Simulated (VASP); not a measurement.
Level of theory: PBEsol GGA, VASP's PBE PAW potentials (set 64) (plane waves; VASP).

VASP input:

File POSCAR:
```
MoS2 bilayer
1
    3.1413272862     0.0000000000     0.0000000000
   -1.5706636431     2.7204689604     0.0000000000
    0.0000000000     0.0000000000    25.8911510793
Mo S
2 4
Direct
  0.6666670000   0.3333330000   0.3785710000
  0.3333330000   0.6666670000   0.6214290000
  0.3333330000   0.6666670000   0.4412280000
  0.3333330000   0.6666670000   0.3159130000
  0.6666670000   0.3333330000   0.6840870000
  0.6666670000   0.3333330000   0.5587720000
```

File KPOINTS:
```
Automatic mesh
0
Gamma
12 12 1
0 0 0
```

### INCAR
```
SYSTEM = MoS2 bilayer
PREC = Normal
ENCUT = 400
EDIFF = 1E-5
NELM = 100
ALGO = Normal
LREAL = .FALSE.
LASPH = .TRUE.
ISMEAR = 0
SIGMA = 0.05
GGA = PS
LMAXMIX = 4
LWAVE = .TRUE.
LCHARG = .FALSE.
NELMIN = 4
IBRION = 2
ISIF = 4
NSW = 50
EDIFFG = -0.03
```

POTCAR, in this order: Mo_sv S (PBE.64 set). Program: vasp_std.

**Question.** Estimate the energy per atom (σ→0).

**Answer.** 
| Quantity | Result |
|---|---|
| energy per atom (σ→0) | -7.812 eV/atom |

OSZICAR:
```
...
       N       E                     dE             d eps       ncg     rms          rms(c)
DAV:   1    -0.468751827464E+02   -0.27186E-02   -0.40009E-01  1178   0.480E+00    0.417E-01
DAV:   2    -0.468745437713E+02    0.63898E-03   -0.17912E-02  1448   0.860E-01    0.192E-01
DAV:   3    -0.468741964415E+02    0.34733E-03   -0.13408E-03  1494   0.229E-01    0.978E-02
DAV:   4    -0.468741074236E+02    0.89018E-04   -0.25330E-04  1445   0.826E-02    0.547E-02
DAV:   5    -0.468740674566E+02    0.39967E-04   -0.10584E-04  1258   0.531E-02    0.203E-02
DAV:   6    -0.468740614936E+02    0.59631E-05   -0.14933E-05  1007   0.253E-02
   7 F= -.46874061E+02 E0= -.46874061E+02  d E =-.485602E-03
```

The cell is a sheet with vacuum, built from MoS2 (2H layered).
